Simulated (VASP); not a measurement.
# MnS (Rambergite): hyperfine terms and field gradients

Wanted: contact terms and field gradients at the nuclei of MnS (Rambergite). The start is a cell from a database of measured crystal structures.

Calculated with VASP 6.6.1; LDA, DFT+U (Mn d 3 eV), spin-polarised from a ferromagnetic start; plane waves and PAW (Mn_pv, S), in the first sound run; inputs show where later runs differ.

Report form: the programs' logs are mostly left out.

The database entry behind the starting cell differs from later determinations by our own check (about 0.3 % short against later determinations), so it need not match the best structure at ambient conditions.

## Step 1: Set-up

The structure is hexagonal, space group P6_3mc (No. 186). The conventional cell has a = 3.976 Å, b = 3.976 Å, c = 6.432 Å, α = 90.00°, β = 90.00°, γ = 120.00°. Nearest to Mn lie 4 S at 2.41 to 2.48 Å. Nearest to S lie 4 Mn at 2.41 to 2.48 Å. Farther neighbours and most contacts between anions are not listed.

## Step 2: Local probes at LDA

Field gradients probe the charge near the nuclei, so LASPH is on and the cutoff is at least 1.4 times the default of the data sets; this run is at LDA. LHYPERFINE adds the spin density at the nuclei, with NGYROMAG = 1 for all, so that values scale to any isotope.

File INCAR:

```
SYSTEM = MnS
PREC = Accurate
ENCUT = 400
EDIFF = 1E-07
NELM = 100
ISMEAR = -1
SIGMA = 0.05
LREAL = .FALSE.
ALGO = Normal
GGA = CA
NBANDS = 32
ISPIN = 2
MAGMOM = 4 4 0 0
LDAU = .TRUE.
LDAUTYPE = 2
LDAUL = 2 -1
LDAUU = 3 0
LDAUJ = 0 0
LDAUPRINT = 1
LASPH = .TRUE.
LMAXMIX = 4
LORBIT = 11
LWAVE = .FALSE.
LCHARG = .FALSE.
KPAR = 4
LEFG = .TRUE.
ICORELEVEL = 1
LHYPERFINE = .TRUE.
NGYROMAG = 1 1
```

File POSCAR:

```
MnS
1.0
    3.9760000000      0.0000000000      0.0000000000
   -1.9880000000      3.4433170054      0.0000000000
    0.0000000000      0.0000000000      6.4320000000
Mn S
2 2
Direct
    0.6666666667      0.3333333333      0.5000000000
    0.3333333333      0.6666666667      0.0000000000
    0.6666666667      0.3333333333      0.8850000000
    0.3333333333      0.6666666667      0.3850000000
```

File KPOINTS:

```
Automatic mesh
0
Gamma
9 9 4
0 0 0
```

Potentials, in the order of the species: Mn_pv and S (PBE family, release 64).

Run with:

```sh
mpirun -np 4 vasp_std
```

Run time: 87 s. Hardware: 4 MPI ranks of Intel Xeon Platinum 8488C (Sapphire Rapids), shared host; peak memory 0.88 GiB; 5.7 min of CPU time.

The magnetic state follows from one typed start and may not be the lowest. These are scalar-relativistic Kohn-Sham levels of the ground state, with no core hole, so they are not binding energies. The atoms bear forces, and field gradients depend strongly on their positions. The PAW data sets were made with PBE, though LDA sets exist; this is a small mismatch.

Numbers from this step:

```
free energy (TOTEN)                               : -27.76 eV
Fermi energy                                      : 4.410 eV
pressure                                          : -1.353 GPa
moment of the cell, from the last line of the log : 10.000 μB
```

Spin moment in the PAW sphere by atom:

| atom | spin moment in the PAW sphere (μB) |
| --- | --- |
| Mn1 | 4.49 |
| Mn2 | 4.49 |
| S3 | 0.07 |
| S4 | 0.07 |

For a gyromagnetic ratio of 1 MHz/T at every nucleus. The program has divided the terms by the spin of the whole cell, so they fall as a cell holds more magnetic ions. A_tot leaves out the core's term, which the program lists beside it. Hyperfine Fermi contact, by row:

```csv
atom,A_tot (MHz),core term A_1c (MHz),"contact term, their sum (MHz)"
Mn1,7.774,-10.8,-3.025
Mn2,7.774,-10.8,-3.025
S3,1.547,-0.039,1.508
S4,1.547,-0.039,1.508
```

The two shallowest core shells; atoms whose shallowest level rounds to another's at 0.01 eV are left out. Core levels, by row:

```
atom  shell  level below the valence-band top (eV)
 Mn1     2p                                  623.8
 Mn1     3s                                  79.45
  S3     2s                                  205.2
  S3     2p                                  149.9
```

Ordered as |Vzz| ≥ |Vxx| ≥ |Vyy|, the program's way. Electric field gradients, by row:

| atom | Vxx (V/Å²) | Vyy (V/Å²) | Vzz (V/Å²) | asymmetry |
| --- | --- | --- | --- | --- |
| Mn1 | -6.508 | -6.505 | 13.01 | 0 |
| Mn2 | -6.508 | -6.505 | 13.01 | 0 |
| S3 | -0.654 | -0.653 | 1.307 | 0 |
| S4 | -0.654 | -0.653 | 1.307 | 0 |

The largest gradient is 13.01 V/Å², at Mn1.

## Step 3: Local probes at r2SCAN

This step: r2SCAN, DFT+U (Mn d 3 eV), spin-polarised from a ferromagnetic start; plane waves and PAW (Mn_pv, S) (VASP 6.6.1).

Field gradients probe the charge near the nuclei, so LASPH is on and the cutoff is at least 1.4 times the default of the data sets; this run is at r2SCAN. LHYPERFINE adds the spin density at the nuclei, with NGYROMAG = 1 for all, so that values scale to any isotope.

Edit INCAR of step 2 so:

```diff
@@ -9,3 +9,4 @@
 ALGO = Normal
-GGA = CA
+METAGGA = R2SCAN
+LASPH = .TRUE.
 NBANDS = 32
@@ -19,3 +20,2 @@
 LDAUPRINT = 1
-LASPH = .TRUE.
 LMAXMIX = 4
@@ -26,3 +26,2 @@
 LEFG = .TRUE.
-ICORELEVEL = 1
 LHYPERFINE = .TRUE.
```

POSCAR is that of step 2.

KPOINTS is that of step 2.

Run with:

```sh
mpirun -np 4 vasp_std
```

Elapsed: 4.4 min, on 4 MPI ranks; peak memory 1.1 GiB.

The PAW data sets were made with PBE, which is usual practice but a small mismatch for other functionals.

Numbers from this step:

```yaml
free_energy_toten: -48.18 eV
fermi_energy: 4.927 eV
pressure: 3.689 GPa
moment_of_the_cell_from_the_last_line_of_the_log: 10 μB
```

Spin moment in the PAW sphere by atom:

```csv
atom,spin moment in the PAW sphere (μB)
Mn1,4.59
Mn2,4.59
S3,0.03
S4,0.03
```

For a gyromagnetic ratio of 1 MHz/T at every nucleus. The program has divided the terms by the spin of the whole cell, so they fall as a cell holds more magnetic ions. A_tot leaves out the core's term, which the program lists beside it. Hyperfine Fermi contact, by row:

```
atom  A_tot (MHz)  core term A_1c (MHz)  contact term, their sum (MHz)
 Mn1        9.814                -11.23                          -1.42
 Mn2        9.814                -11.23                          -1.42
  S3        1.751                -0.005                          1.746
  S4        1.751                -0.005                          1.746
```

Ordered as |Vzz| ≥ |Vxx| ≥ |Vyy|, the program's way. Electric field gradients, by row:

```csv
atom,Vxx (V/Å²),Vyy (V/Å²),Vzz (V/Å²),asymmetry
Mn1,-7.11,-7.107,14.22,0
Mn2,-7.11,-7.107,14.22,0
S3,-0.516,-0.516,1.032,0
S4,-0.516,-0.516,1.032,0
```

The largest gradient is 14.22 V/Å², at Mn1.

## Step 4: Summary

This step: electric field gradients, LDA, r2SCAN; plane waves and PAW (VASP 6.6.1).

Derived from the runs above.

Cost is wall time times ranks on a shared host. EFG, by row:

```
functional  Vzz Mn1 (V/Å²)  Vzz Mn2 (V/Å²)  Vzz S3 (V/Å²)  Vzz S4 (V/Å²)  cost (core minutes)
       LDA           13.01           13.01          1.307          1.307                  5.8
    r2SCAN           14.22           14.22          1.032          1.032                17.54
```

## Step 5: Summary of results

```
LDA    : largest |Vzz| 13.0 V/Å²
r2SCAN : largest |Vzz| 14.2 V/Å²
```

What this shows: The largest field gradient is that at Mn1, Vzz = 13.0 V/Å² at LDA, with an asymmetry of 0.00. On that site the functionals span 13.0 to 14.2 V/Å², at costs of 5.8 to 18 core minutes. The Hubbard term of the inputs acts at every level. The largest contact term, with the core's share, for a gyromagnetic ratio of 1 MHz/T and divided by the spin of the whole cell: -3.02 MHz on Mn1 at LDA and 1.75 MHz on S3 at r2SCAN. At magnetic ions the core's share is large and depends on the functional. The values belong to the ordered state computed here. For isotopes with a quadrupole moment, the coupling follows from Vzz times that moment. Kohn-Sham core levels are too shallow against measured binding energies; only differences between inequivalent sites of one element, where there are any, carry meaning. The atoms weren't relaxed and carry forces of up to 0.20 eV/Å at LDA, so the numbers belong to the given coordinates, and a relaxation would change them. All of it rests on one ferromagnetic start, which may not be the order of the real compound, and on the typed U. Not tabulated here, as repeats of values shown or as unfit to read for their mesh, reference level or band range: hyperfine terms (local probes); gaps (local probes).

[Lines on the potential files, build, host, timing and source positions are cut from VASP's logs without a mark.]

[Logs are printed without paths, hosts, clocks, repeated set-up lines and the standing remarks that a program may print on its own settings, such as how far it seeks lower states.]

[Hosts, paths, dates, database ids (printed as entryN), source tags and the programs' standing remarks are cut or masked in the printed files.]
